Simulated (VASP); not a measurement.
GaSb, 2 atoms in the cell. It takes space group F-43m (No. 216, cubic). Conventional cell: a = 6.118 Å, b = 6.118 Å, c = 6.118 Å, α = 90.00°, β = 90.00°, γ = 90.00°. Around Ga (site symmetry -43m) lie 4 Sb at 2.65 Å. Sb (site symmetry -43m) has 4 Ga at 2.65 Å as nearest neighbours. 

- Program: VASP 6.6.1
- Task: band structure
- Functional: PBE
- Potentials or basis: VASP PAW PBE potentials, release 64 (Ga_d, Sb)
- Cutoff: 520 eV
- k mesh: 12 × 12 × 12
- Occupations: gaussian, width 0.1 eV
- Spin: non-collinear spin, zero start, spin-orbit coupling
- Starting moments: [[0.0, 0.0, 0.0], [0.0, 0.0, 0.0]] μB
- Further INCAR settings: ALGO = Normal; EDIFF = 1e-06; NBANDS = 30

Potentials or basis: VASP PAW PBE potentials, release 64 (Ga_d, Sb).

Launch:

```bash
$ cat potpaw_PBE.64/Ga_d/POTCAR potpaw_PBE.64/Sb/POTCAR > POTCAR
$ mpirun -np 1 vasp_ncl > vasp.out
```

Hardware: 1 thread of Intel(R) Xeon(R) Platinum 8259CL CPU @ 2.50GHz (Skylake/Cascade Lake), on a shared host.

**Question.** How long does it take, and how much memory?

**Answer.** Wall time 11 min on 1 thread of Intel(R) Xeon(R) Platinum 8259CL CPU @ 2.50GHz (Skylake/Cascade Lake), on a shared host, peak memory 0.6 GiB. Counts: scf iterations 31, k points 116.
